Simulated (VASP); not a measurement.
Set up this calculation in VASP 6.6.1, as the native input.

```yaml
Task: single point
Functional: PBE
Potentials_or_basis: VASP PAW PBE potentials, release 64 (Rb_sv, Sr_sv, Si)
Cutoff: 520 eV
k_mesh: 4 × 4 × 4
Occupations: gaussian, width 0.1 eV
Spin: no spin polarisation
Dipole_correction: no
Further_INCAR_settings: ALGO = Normal; EDIFF = 1e-07; NBANDS = 22
```

The structure of RbSrSi2 lies in POSCAR:

```
RbSrSi2
1.0
    4.3282773959      0.0000000000      0.0000000000
    0.0000000000      4.3282773959      0.0000000000
    0.0000000000      0.0000000000      7.6282135194
Rb Sr Si
1 1 2
Direct
    0.0000000000      0.0000000000      0.5000000000
    0.0000000000      0.0000000000      0.0000000000
    0.5000000000      0.5000000000      0.1460466925
    0.5000000000      0.5000000000      0.8539533075
```

The cell was built by a generator and needn't be a form met in nature.

The input as run:

INCAR

```
SYSTEM = RbSrSi2
PREC = Accurate
ENCUT = 520
EDIFF = 1E-7
ISMEAR = 0
SIGMA = 0.1
LREAL = .FALSE.
LASPH = .TRUE.
NELM = 60
ALGO = Normal
ISIF = 2
LWAVE = .FALSE.
LCHARG = .FALSE.
GGA = PE
NBANDS = 22
```

KPOINTS

```
regular mesh
0
G
  4 4 4
  0 0 0
```

Potentials or basis: VASP PAW PBE potentials, release 64 (Rb_sv, Sr_sv, Si).

The run is started by

```sh
$ cat potpaw_PBE.64/Rb_sv/POTCAR potpaw_PBE.64/Sr_sv/POTCAR potpaw_PBE.64/Si/POTCAR > POTCAR
$ mpirun -np 1 vasp_std > vasp.out
```

It gave:

The pressure is 0.1 GPa and the largest force is 0.010 eV/Å. The band gap on the k mesh is none (metal or under the smearing width).

Caveat: the k mesh is coarse (spacing up to 0.36 Å⁻¹), so the values aren't converged.

Wall time 53 s on 1 thread of AMD EPYC 7R43 64-Core Processor (Zen 3), with other jobs on the host, peak memory 0.23 GiB.
